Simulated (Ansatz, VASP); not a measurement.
Two plane-wave programs on SrMg

File INCAR:

```
  PREC = Accurate
  ENCUT = 520
  EDIFF = 1E-6
  ISMEAR = 0
  SIGMA = 0.15
  LREAL = F
  LASPH = T
  NELM = 100
  ALGO = Normal
  ISIF = 2
  LWAVE = F
  LCHARG = F
  NBANDS = 13
```

Contents of KPOINTS:

```
Automatic mesh
0
Gamma
  14 14 14
```

Contents of POSCAR:

```
SrMg
1.0
    0.8530227791      3.9738378246      3.9738378246
    3.9738378246      0.8530227791      3.9738378246
    3.9738378246      3.9738378246      0.8530227791
Sr Mg
1 1
Direct
    0.5000000000      0.5000000000      0.5000000000
    0.0000000000      0.0000000000      0.0000000000
```

Input for Ansatz:

```yaml
crystal:
  lattice:
    - [0.8530227791, 3.9738378246, 3.9738378246]
    - [3.9738378246, 0.8530227791, 3.9738378246]
    - [3.9738378246, 3.9738378246, 0.8530227791]
  atoms:
    - { symbol: Sr, position: [0.5, 0.5, 0.5] }
    - { symbol: Mg, position: [0.0, 0.0, 0.0] }
basis:
  ecutwfc: 420
kpoints:
  mp_grid: { grid: [14, 14, 14] }
hamiltonian:
  xc: lda
scf:
  occupations: { method: gaussian, width: 0.15 }
output:
  forces: true
  stress: true
  eigenvalues: true
```

Alike in both runs: task single point; functional LDA; k mesh 14 × 14 × 14; occupations gaussian, width 0.15 eV; no spin polarisation.

|  | VASP | Ansatz |
| --- | --- | --- |
| version | VASP 6.6.1 | Ansatz 0.2.0 |
| potentials or method | VASP PAW LDA potentials, release 64 (Sr_sv, Mg) | scalar-relativistic, plane waves, PAW |
| plane-wave cutoff (eV) | 520 | 420 |
| valence electrons in the cell | 12 | 20 |

```tsv
	VASP	Ansatz	Ansatz less VASP
gap on the k mesh at the Fermi level (eV)	none	none	-
pressure (GPa)	-1.9	-1.7	+0.13
largest component of the traceless stress (GPa)	0.37	0.39	+0.020
```

A gap of «none» marks a metal or a gap that the smearing closes. The two sets of potentials don't hold the same shells in valence.
